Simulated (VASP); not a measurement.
Method: MS2 meta-GGA, VASP's PBE PAW potentials (set 64) (plane waves; VASP).

VASP ran on this input.

### KPOINTS
```
Regular mesh
0
Gamma
14 14 14
```

POSCAR:
```
HfN
1
    0.0000000000     2.2017221406     2.2017221406
    2.2017221406     0.0000000000     2.2017221406
    2.2017221406     2.2017221406     0.0000000000
Hf N
1 1
Direct
  0.0000000000   0.0000000000   0.0000000000
  0.5000000000   0.5000000000   0.5000000000
```

INCAR:
```
SYSTEM = HfN
PREC = Accurate; ENCUT = 520; LREAL = F
LASPH = T
EDIFF = 1E-7; NELM = 100; ALGO = Normal
LMAXMIX = 6; LMIXTAU = T
ISMEAR = 1; SIGMA = 0.1
METAGGA = MS2
ISIF = 2
LWAVE = F; LCHARG = F
```

POTCAR, in this order: Hf_pv N (PBE.64 set). Program: vasp_std.

Unless said otherwise, spin-orbit coupling is left out, though it shifts the bands of the heavy elements here.

Estimate the energy per atom (σ→0), pressure, band gap (on the k-mesh).

```json
{
  "energy per atom (σ→0)": "-3.697 eV/atom",
  "band gap (on the k-mesh)": "none (metal, semimetal or under 0.01 eV)",
  "pressure": "20.69 GPa"
}
```

### OSZICAR
```
...
DAV:  21    -0.739421531094E+01   -0.22648E-04   -0.30912E-06  2487   0.212E-02    0.607E-02
DAV:  22    -0.739420750916E+01    0.78018E-05   -0.28044E-06  2720   0.143E-02    0.118E-02
DAV:  23    -0.739421456121E+01   -0.70520E-05   -0.71700E-07  2365   0.118E-02    0.365E-03
DAV:  24    -0.739421299319E+01    0.15680E-05   -0.81974E-08  1531   0.415E-03    0.144E-03
DAV:  25    -0.739421371925E+01   -0.72605E-06   -0.85283E-09  1246   0.117E-03    0.889E-04
DAV:  26    -0.739421348432E+01    0.23493E-06   -0.10376E-08  1216   0.148E-03    0.196E-04
DAV:  27    -0.739421357963E+01   -0.95310E-07   -0.95482E-10  1222   0.390E-04
   1 F= -.73942136E+01 E0= -.73940900E+01  d E =-.370823E-03
```

The compound is HfN in the rock salt structure. This cell is one point of a volume scan, at 0.94 of the reference volume. The electron count is odd and the run is not spin-polarised, which forces a metal.
